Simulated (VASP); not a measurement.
An input for Ansatz (written as the equivalent of a VASP run, and not itself run):

Ansatz 0.2 input:
```yaml
crystal:
  lattice:
    - [3.9287699, 0.0000000, 0.0000000]
    - [-1.9643850, 3.4024141, 0.0000000]
    - [0.0000000, 0.0000000, 3.6921869]
  atoms:
    - { symbol: Cu, position: [0.0000000, 0.0000000, 0.0000000] }
    - { symbol: I, position: [0.6666670, 0.3333330, 0.5000000] }
kpoints:
  mp_grid: { grid: [7, 7, 7] }
hamiltonian:
  xc: r2scan
  pseudopotentials: { kind: paw }
scf:
  occupations: { method: gaussian, width: 0.05 }
  max_iter: 100
relax:
  max_steps: 60
  f_tol: 0.01
  cell: {}
output: { forces: true, stress: true, eigenvalues: true }
```

Task: Translate this input to VASP (INCAR, KPOINTS, POSCAR, choice of POTCAR).

Result: This is not unique; one that fits is 
File POSCAR:
```
CuI
1.0
  3.9287699434   0.0000000000   0.0000000000
 -1.9643849717   3.4024140979   0.0000000000
  0.0000000000   0.0000000000   3.6921869467
Cu I
1 1
Cart
  0.0000000000   0.0000000000   0.0000000000
  1.9643869361   1.1341368985   1.8460934734
```

File KPOINTS:
```
Automatic mesh
0
Gamma
7 7 7
0 0 0
```

### INCAR
```
SYSTEM = CuI
PREC = Accurate
ENCUT = 400
EDIFF = 1E-6
NELM = 100
ALGO = Normal
LREAL = .FALSE.
LASPH = .TRUE.
ISMEAR = 0
SIGMA = 0.05
METAGGA = R2SCAN
LMIXTAU = .TRUE.
LMAXMIX = 4
LWAVE = .FALSE.
LCHARG = .FALSE.
IBRION = 2
ISIF = 3
NSW = 60
EDIFFG = -0.01
```

POTCAR, in this order: Cu I (PBE.64 set). Program: vasp_std.

What does not carry over: each code has its own PAW files, so the cut-off isn't converted (ENCUT is set for VASP's; basis.ecutwfc is left out, and Ansatz then takes the one that its files recommend); Ansatz stops its SCF on the density residual and VASP on the energy change (EDIFF).

The structure was generated: CuI was put into the WC type (P-6m2), which need not be its known phase. It was relaxed first, which changed the volume by +9 %. The start is the result of an earlier pass.
